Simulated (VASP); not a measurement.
Consider the following.

```
CELL_PARAMETERS angstrom
      3.99847     0.00000     0.00000
      0.00000     3.99847     0.00000
      0.00000     0.00000     3.99847
ATOMIC_POSITIONS crystal
  K  0.00000 0.00000 0.00000
  Ta 0.50000 0.50000 0.50000
  O  0.50000 0.00000 0.50000
  O  0.00000 0.50000 0.50000
  O  0.50000 0.50000 0.00000
```

Method: vdW-DF-cx, VASP's PBE PAW potentials (set 64) (plane waves; VASP 6.6.1). Settings: 520 eV cut-off, Gaussian smearing of 0.050 eV, potentials K_sv Ta_pv O.

Unless said otherwise, spin-orbit coupling is left out, though it shifts the bands of the heavy elements here.

Give the energies of bands 11 to 22 at the high-symmetry points, in eV from the valence-band maximum.

| band | Γ | X | M | R |
|---|---|---|---|---|
| 11 | -2.43 | -5.41 | -5.49 | -5.52 |
| 12 | -2.43 | -2.54 | -5.35 | -5.34 |
| 13 | -2.43 | -2.54 | -4.53 | -5.34 |
| 14 | -1.06 | -2.33 | -2.82 | -3.90 |
| 15 | -1.06 | -2.33 | -2.82 | -3.90 |
| 16 | -1.06 | -2.13 | -1.66 | -3.90 |
| 17 | -0.62 | -1.51 | -1.43 | 0.00 |
| 18 | -0.62 | -0.84 | -1.43 | 0.00 |
| 19 | -0.62 | -0.84 | -0.04 | 0.00 |
| 20 | 2.12 | 2.28 | 4.99 | 6.39 |
| 21 | 2.12 | 4.95 | 4.99 | 6.39 |
| 22 | 2.12 | 4.95 | 6.26 | 6.39 |

The gap is indirect, 2.12 eV, from the valence maximum at R to the conduction minimum at Γ.

Measured: gap 3.64 eV (computed value off by -1.52 eV), as given by Burak Himmetoglu et al., Journal of Physics Condensed Matter (2016), arXiv:1601.06205.

The compound is KTaO3 in the cubic perovskite structure. It was relaxed first.
